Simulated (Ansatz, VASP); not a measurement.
# Cross-check of AlZn (AlZn in the L11 ordering) between VASP and Ansatz, part 2 of 2

One calculation is typed for both programs; each brings its own data sets. How far apart do they land? The cell is generated by rule, not measured, and may not be a known phase. The cell is taken from a series of runs on this material, whose earlier steps may have relaxed, scaled, displaced or heated it; both programs get it as it stands.

VASP 6.6.1 and Ansatz 0.2.0.

So far: Starting point; Ansatz: zone-centre phonons, LDA; VASP: zone-centre phonons, LDA.

**3. VASP: zone-centre phonons, LDA (continued)**

Level of this step: LDA; plane waves and PAW (Al, Zn); invented cell (VASP).

Numbers of over 12 decimals in the logs are rounded to 6 here.

From OUTCAR (step 3):

```text
ion  position               nearest neighbor table
   1  0.000  0.000  0.000-   2 2.77   2 2.77   2 2.77   2 2.77   2 2.77   2 2.77
   2  0.500  0.500  0.500-   1 2.77   1 2.77   1 2.77   1 2.77   1 2.77   1 2.77

  LATTYP: Found a trigonal (rhomboedric) cell.
 ALAT       =     4.8181857923
 COS(alpha) =     0.8387841936

 Subroutine GETGRP returns: Found 12 space group operations
 (whereof 12 operations were pure point group operations)

The static configuration has the point symmetry D_3d.

 Found     65 irreducible k-points:

   k-points           NKPTS =     65   k-points in BZ     NKDIM =     65   number of bands    NBANDS=     13

   dimension x,y,z NGX =    36 NGY =   36 NGZ =   36
   dimension x,y,z NGXF=    72 NGYF=   72 NGZF=   72

   ENCUT  =  500.0 eV  36.75 Ry    6.06 a.u.   8.78  8.78  8.78*2*pi/ulx,y,z

   NELECT =      15.0000    total number of electrons

 k-points in reciprocal lattice and weights: Automatic mesh
   0.00000000  0.00000000  0.00000000       0.002
   0.12500000 -0.00000000 -0.00000000       0.012
   0.25000000 -0.00000000 -0.00000000       0.012
   0.37500000 -0.00000000 -0.00000000       0.012
   0.50000000 -0.00000000 -0.00000000       0.006
   0.12500000  0.12500000 -0.00000000       0.012
   0.25000000  0.12500000 -0.00000000       0.023
   0.37500000  0.12500000 -0.00000000       0.023
   0.50000000  0.12500000 -0.00000000       0.023
[...]
-0.37500000  0.50000000  0.37500000       0.012
   0.50000000  0.50000000  0.50000000       0.002

 average (electrostatic) potential at core
       1 -72.6480       2 -34.9158

  Total        0.0649714      0.0649714      0.0649714      0.0313183      0.0313183      0.0313183
  in kB        3.5278047      3.5278047      3.5278047      1.7005151      1.7005151      1.7005151
  external PRESSURE =       3.5278047 kB  Pullay stress =       0.0000000 kB

  energy-cutoff  :      500.00
  volume of cell :       29.51
      direct lattice vectors                 reciprocal lattice vectors
     3.917765604  1.983182669  1.983182669     0.386883873 -0.130023406 -0.130023406
     1.983182669  3.917765604  1.983182669    -0.130023406  0.386883873 -0.130023406
     1.983182669  1.983182669  3.917765604    -0.130023406 -0.130023406  0.386883873

 POSITION                                       TOTAL-FORCE (eV/Angst)
 -----------------------------------------------------------------------------------
      0.00000      0.00000      0.00000         0.000000     -0.000000     -0.000000
      3.94207      3.94207      3.94207        -0.000000      0.000000      0.000000
 -----------------------------------------------------------------------------------
    total drift:                                0.000000      0.000000      0.000000

 Eigenvectors and eigenvalues of the dynamical matrix
 ----------------------------------------------------

   1 f  =    7.831432 THz    49.206339 2PiTHz  261.228453 cm-1    32.388186 meV
             X         Y         Z           dx          dy          dz
      0.000000  0.000000  0.000000     0.485331    0.485331    0.485331
      3.942065  3.942065  3.942065    -0.312709   -0.312709   -0.312709

   2 f  =    3.324912 THz    20.891040 2PiTHz  110.907135 cm-1    13.750726 meV
             X         Y         Z           dx          dy          dz
      0.000000  0.000000  0.000000    -0.601648    0.584276    0.017372
      3.942065  3.942065  3.942065     0.390441   -0.379167   -0.011274

   3 f  =    3.324912 THz    20.891040 2PiTHz  110.907135 cm-1    13.750726 meV
             X         Y         Z           dx          dy          dz
      0.000000  0.000000  0.000000    -0.327302   -0.357392    0.684694
      3.942065  3.942065  3.942065     0.212403    0.231930   -0.444334

   4 f/i=    0.010898 THz     0.068472 2PiTHz    0.363509 cm-1     0.045069 meV
             X         Y         Z           dx          dy          dz
      0.000000  0.000000  0.000000    -0.312709   -0.312709   -0.312709
      3.942065  3.942065  3.942065    -0.485331   -0.485331   -0.485331

   5 f/i=    0.015489 THz     0.097317 2PiTHz    0.516642 cm-1     0.064055 meV
             X         Y         Z           dx          dy          dz
      0.000000  0.000000  0.000000    -0.230571   -0.213800    0.444371
      3.942065  3.942065  3.942065    -0.355297   -0.329454    0.684751

   6 f/i=    0.015489 THz     0.097317 2PiTHz    0.516642 cm-1     0.064055 meV
             X         Y         Z           dx          dy          dz
      0.000000  0.000000  0.000000     0.379995   -0.389678    0.009683
      3.942065  3.942065  3.942065     0.585552   -0.600472    0.014920

 ELASTIC MODULI CONTR FROM IONIC RELAXATION (kBar)
 Direction    XX          YY          ZZ          XY          YZ          ZX
 --------------------------------------------------------------------------------
 XX           0.0000      0.0000      0.0000      0.0000      0.0000      0.0000
 YY           0.0000      0.0000      0.0000      0.0000      0.0000      0.0000
 ZZ           0.0000      0.0000      0.0000      0.0000      0.0000      0.0000
 XY           0.0000      0.0000      0.0000      0.0000      0.0000      0.0000
 YZ           0.0000      0.0000      0.0000      0.0000      0.0000      0.0000
 ZX           0.0000      0.0000      0.0000      0.0000      0.0000      0.0000
 --------------------------------------------------------------------------------
```

This run has no spin polarisation. Its electron count is odd, so without a moment it is a metal by construction. Energies printed during the response cycles are not total energies of the cell. The k-mesh is coarse for a metal.

**4. Comparison**

Known differences besides the potentials themselves: VASP's run holds the zone centre alone; the cutoff is 420 eV in Ansatz and 500 eV in VASP; VASP's log shows a relativistic correction to its local exchange, Ansatz's none. Total energies have different zeros and are not compared.

The two programs side by side:

```
                  quantity  Ansatz   VASP  difference
optical mode 1 to 2 (cm⁻¹)   110.0  110.9     -0.81 %
     optical mode 3 (cm⁻¹)   259.4  261.2     -0.70 %
```

Modes are paired by rising frequency, not by their patterns, so a pair may set unlike modes beside each other; they are those without the splitting of longitudinal modes.

**5. Outcome**

```yaml
r_m_s_difference_of_the_optical_zone_centre_modes_each_program_s_sorted_by_frequency_zone_centre_phonons_lda: 1.3 cm⁻¹
difference_in_optical_mode_1_to_2_zone_centre_phonons_lda: -0.8 %
```

**Reading.** The r.m.s. difference of the optical zone-centre modes, each program's sorted by frequency is 1.3 cm⁻¹ (zone-centre phonons, LDA). Among the rows given in per cent, the largest difference of the zone-centre phonons, LDA pair is in optical mode 1 to 2, -0.8 %. 1 further pair of this series is not shown here. How closely two codes agree says nothing of how well the functional describes the real material.

[Lines on the potential files, build, host, timing and source positions are cut from VASP's logs without a mark.]

[Logs are printed without paths, hosts, clocks, repeated set-up lines and the standing remarks that a program may print on its own settings, such as how far it seeks lower states.]

[Hosts, paths, dates, database ids (printed as entryN), source tags and the programs' standing remarks are cut or masked in the printed files.]
